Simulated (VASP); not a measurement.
An input for Quantum ESPRESSO's pw.x (written as the equivalent of a VASP run, and not itself run):

```
&CONTROL
  calculation = 'vc-relax'
  pseudo_dir = './pseudo'
  outdir = './out'
  tprnfor = .true.
  tstress = .true.
  nstep = 60
  forc_conv_thr = 0.00039
/
&SYSTEM
  ibrav = 0
  nat = 2
  ntyp = 1
  ecutwfc = 72
  occupations = 'smearing'
  smearing = 'methfessel-paxton'
  degauss = 0.00735
  input_dft = 'revpbe'
/
&ELECTRONS
  conv_thr = 7.3e-08
  electron_maxstep = 100
/
&IONS
/
&CELL
/
ATOMIC_SPECIES
  Re 186.207 Re.upf
CELL_PARAMETERS angstrom
     1.3894152   -2.4065376    0.0000000
     1.3894152    2.4065376    0.0000000
     0.0000000    0.0000000    4.4965771
ATOMIC_POSITIONS crystal
  Re   0.3333330  0.6666670  0.2500000
  Re   0.6666670  0.3333330  0.7500000
K_POINTS automatic
  14 14 7 0 0 0
```

Question: Write the VASP files for the same calculation (revPBE).

Answer: One answer among several that fit: 
**KPOINTS**
```
Automatic mesh
0
Gamma
14 14 7
0 0 0
```

### INCAR
```
ALGO  =  Normal
EDIFF  =  1E-6
EDIFFG  =  -0.01
ENCUT  =  520
GGA  =  RE
IBRION  =  2
ISIF  =  3
ISMEAR  =  1
LASPH  =  .True.
LCHARG  =  .False.
LMAXMIX  =  6
LREAL  =  .False.
LWAVE  =  .False.
NELM  =  100
NSW  =  60
PREC  =  Accurate
SIGMA  =  0.1
SYSTEM  =  Re
```

File POSCAR:
```
Re
1
    1.3894152259    -2.4065376472     0.0000000000
    1.3894152259     2.4065376472     0.0000000000
    0.0000000000     0.0000000000     4.4965771345
Re
2
Direct
  0.3333330000   0.6666670000   0.2500000000
  0.6666670000   0.3333330000   0.7500000000
```

POTCAR, in this order: Re (PBE.64 set). Program: vasp_std.

What does not carry over: the potentials are each code's own (VASP's PAW set, PseudoDojo norm-conserving files in pw.x), so ENCUT and ecutwfc are chosen apart and not converted; conv_thr bounds pw.x's estimated SCF error, while EDIFF bounds the energy change between steps; forc_conv_thr acts on force components and is met together with etot_conv_thr.

The compound is Re in the hcp structure. This run relaxes it. Symmetry was kept, so distortions that lower it aren't found. The start is the result of an earlier pass.
